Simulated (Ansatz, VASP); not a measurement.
# Al3GaN4 (Al3GaN4 (Pm)) in two plane-wave programs, part 3 of 3

Aim: how closely do two programs agree when they are given the same cell, functional and k mesh? Of the first pair: The cell is taken from a series of runs on this material, whose earlier steps may have relaxed, scaled, displaced or heated it; both programs get it as it stands.

VASP 6.6.1 and Ansatz 0.2.0.

So far. Step 3 (VASP: single point, PBEsol, pair 1): The run ends at a pressure of -0.03 GPa, with forces up to 0.016 eV/Å. Step 6 (VASP: single point, PBEsol, start cell, pair 2): The run ends at a pressure of -1.33 GPa, with forces up to 1.9 eV/Å.

## Step 9: VASP: single point, PBEsol, start cell, pair 3

Level of this step: PBEsol; plane waves and PAW (Al, Ga_d, N) (VASP).

The same cell, functional and mesh now go to VASP, with its own data sets.

Input file INCAR:

```
SYSTEM = Al36Ga12N47
PREC = Accurate
ENCUT = 520
EDIFF = 1E-06
NELM = 120
ISMEAR = 0
SIGMA = 0.01
LREAL = Auto
ALGO = Normal
GGA = PS
NELECT = 496
NBANDS = 320
LORBIT = 11
LWAVE = .FALSE.
LCHARG = .FALSE.
ISIF = 2
ISYM = 0
LASPH = .TRUE.
GGA_COMPAT = .FALSE.
EFERMI = MIDGAP
NCORE = 2
```

Input file POSCAR:

```
Al36Ga12N47
1.0
   10.0869203595      0.0000000000      0.0002527838
    0.0000000000      9.3901567821      0.0000000000
   -0.0064481587      0.0000000000     10.8360190400
Al Ga N
36 12 47
Direct
    0.2537788047      0.1633721391      0.0824408711
    0.9969281438      0.1703350686      0.4180156716
[... 1 atom line left out ...]
    0.2511690258      0.1655451593      0.5880685965
[... 2 atom lines left out ...]
    0.2481983395      0.4955331533      0.0854327827
    0.9984811102      0.5016828909      0.4213729569
    0.9969668929      0.3366579572      0.1672245831
    0.2512690951      0.5025382546      0.5797548399
[... 1 atom line left out ...]
    0.0004754930      0.3346822713      0.6703092578
[... 1 atom line left out ...]
    0.9968616357      0.8312668448      0.4147803522
    0.9988802798      0.6716045479      0.1650814083
    0.2487115004      0.8334001425      0.5880899716
[... 1 atom line left out ...]
    0.9979937212      0.6649515173      0.6621775470
[... 1 atom line left out ...]
    0.4975226439      0.1623897274      0.4176830271
[... 5 atom lines left out ...]
    0.4993584772      0.5035275885      0.4141012261
    0.5044206628      0.3300161086      0.1657920205
    0.7485036253      0.4963027890      0.5807018027
[... 1 atom line left out ...]
    0.4963134929      0.3338765340      0.6682025487
[... 1 atom line left out ...]
    0.5015656854      0.8364102094      0.4137807617
    0.4967483726      0.6651337294      0.1631897677
[... 2 atom lines left out ...]
    0.5035319754      0.6673356096      0.6694832012
    0.2473289249      0.9972985542      0.3364011696
[... 1 atom line left out ...]
    0.2452498961      0.3328501400      0.3311287099
    0.2524092036      0.3373021424      0.8313280146
    0.2470932312      0.6696205554      0.3301320832
    0.2498320644      0.6683760608      0.8374696291
[... 2 atom lines left out ...]
    0.7491227824      0.3376525093      0.3304580419
[... 1 atom line left out ...]
    0.7456462503      0.6679212228      0.3306903116
[... 3 atom lines left out ...]
    0.3085845643      0.1691487200      0.4218141347
[... 2 atom lines left out ...]
    0.0591179420      0.1619313751      0.5843486462
[... 2 atom lines left out ...]
    0.0546974168      0.3280995271      0.3333490058
    0.0633845683      0.4970607103      0.0868607718
    0.3107104273      0.3372672122      0.1661459297
[... 1 atom line left out ...]
    0.0579896990      0.5001421285      0.5800842835
[... 1 atom line left out ...]
    0.3114832293      0.3280279628      0.6635270052
    0.0535631640      0.6670245391      0.3373628679
[... 1 atom line left out ...]
    0.3129546023      0.8295322624      0.4168863928
    0.3071331901      0.6666955776      0.1611356860
[... 1 atom line left out ...]
    0.0644294680      0.8360489800      0.5862002171
[... 1 atom line left out ...]
    0.3145480244      0.6701038274      0.6609438818
[... 5 atom lines left out ...]
    0.5577622352      0.1686208268      0.5864071467
[... 2 atom lines left out ...]
    0.5531082903      0.3344542666      0.3370379075
    0.5584845844      0.5018145180      0.0870829795
[... 3 atom lines left out ...]
    0.5623658771      0.5022117425      0.5795166860
[... 2 atom lines left out ...]
    0.5572354607      0.6715552409      0.3341595402
[... 4 atom lines left out ...]
    0.5569693500      0.8313575781      0.5852021101
[... 1 atom line left out ...]
    0.8142086321      0.6622156737      0.6638527631
```

Input file KPOINTS:

```
Points of the shifted mesh
1
Reciprocal
 0.2500000000  0.2500000000  0.2500000000 1
```

PAW data sets: Al, Ga_d and N (PBE family, release 64).

Run with:

```
$ mpirun -np 8 vasp_std
```

Numbers of over 12 decimals in the logs are rounded to 6 here.

Log:

```text
[... set-up lines as in an earlier step ...]
 entering main loop
       N       E                     dE             d eps       ncg     rms          rms(c)
DAV:   1     0.692883318242E+04    0.69288E+04   -0.17975E+05   640   0.195E+03
DAV:   2     0.119417490715E+04   -0.57347E+04   -0.53571E+04   672   0.573E+02
DAV:   3    -0.599492042837E+03   -0.17937E+04   -0.16554E+04   880   0.241E+02
DAV:   4    -0.820827321220E+03   -0.22134E+03   -0.21841E+03   960   0.893E+01
DAV:   5    -0.828178406335E+03   -0.73511E+01   -0.72722E+01   864   0.195E+01BRMIX: very serious problems
 the old and the new charge density differ
 old charge density:   499.00000 new  496.00000
    0.546E+01
DAV:   6    -0.724321250279E+03    0.10386E+03   -0.34012E+02  1200   0.638E+01    0.186E+01
DAV:   7    -0.725925465249E+03   -0.16042E+01   -0.38947E+01   840   0.169E+01    0.135E+01
DAV:   8    -0.725583515667E+03    0.34195E+00   -0.43654E+00   800   0.170E+01    0.745E+00
DAV:   9    -0.725288826199E+03    0.29469E+00   -0.23811E+00   952   0.926E+00    0.205E+00
[...]
DAV:  19    -0.725223265189E+03    0.99525E-06   -0.32048E-05   792   0.226E-02    0.809E-03
DAV:  20    -0.725223265329E+03   -0.14052E-06   -0.10605E-05   928   0.187E-02    0.626E-03
DAV:  21    -0.725223264972E+03    0.35756E-06   -0.18526E-06   424   0.919E-03
   1 F= -.72522326E+03 E0= -.72522304E+03  d E =-.451415E-03
```

OUTCAR, selected parts (step 9):

```text
  FREE ENERGIE OF THE ION-ELECTRON SYSTEM (eV)
  ---------------------------------------------------
  free  energy   TOTEN  =      -725.2232649719 eV

  energy  without entropy=     -725.2228135569  energy(sigma->0) =     -725.22303926
```

The run ends at a pressure of -4.47 GPa, with forces up to 1.9 eV/Å.

## Step 10: Side by side

Forces on 10 of the 95 atoms, those with the largest forces and the largest differences (eV/Å; atoms numbered as in POSCAR):

| atom | Ansatz x, y, z | VASP x, y, z |
| --- | --- | --- |
| Al5 | -0.088, -0.933, 1.440 | -0.088, -0.932, 1.447 |
| Al10 | -0.513, -0.140, 1.651 | -0.508, -0.149, 1.633 |
| Al11 | -0.358, 1.455, 1.148 | -0.360, 1.467, 1.152 |
| Al14 | 0.715, 1.225, 0.978 | 0.719, 1.224, 0.978 |
| Al18 | 0.999, 1.055, 0.855 | 1.003, 1.050, 0.858 |
| Al26 | 1.526, -0.120, 0.320 | 1.502, -0.122, 0.319 |
| N55 | -0.380, 0.764, 0.821 | -0.400, 0.745, 0.808 |
| N57 | 0.208, 1.765, 0.472 | 0.215, 1.776, 0.469 |
| N63 | -0.378, 1.680, -0.698 | -0.383, 1.681, -0.678 |
| N88 | -1.230, -0.693, -0.644 | -1.208, -0.689, -0.655 |

The forces differ by 8.2 meV/Å r.m.s., which is 1.2 % of the r.m.s. force of 0.665 eV/Å (both taken over all components). The cell carries a charge of +3 e against a uniform background, so its pressure also hangs on how the neutralising background is counted, and in a defect's cell a gap may be the spacing between its levels.

## Step 11: Summary of results

```
difference in gap on the k mesh (single point, PBEsol, pair 1)     : -0.014 eV
r.m.s. force difference (single point, PBEsol, start cell, pair 2) : 1.2 % of the r.m.s. force
r.m.s. force difference (single point, PBEsol, start cell, pair 3) : 1.2 % of the r.m.s. force
```

What this shows: The r.m.s. force difference is 1.2 % of the r.m.s. force (single point, PBEsol, start cell, pair 3), within the 3 % picked in this series as the mark of a large difference. 3 further runs of this series are not shown here. Such differences can come from data sets, numerical settings and the points named under the comparisons, not from the functional's error against experiment.

[Lines on the potential files, build, host, timing and source positions are cut from VASP's logs without a mark.]

[Logs are printed without paths, hosts, clocks, repeated set-up lines and the standing remarks that a program may print on its own settings, such as how far it seeks lower states.]

[Hosts, paths, dates, database ids (printed as entryN), source tags and the programs' standing remarks are cut or masked in the printed files.]
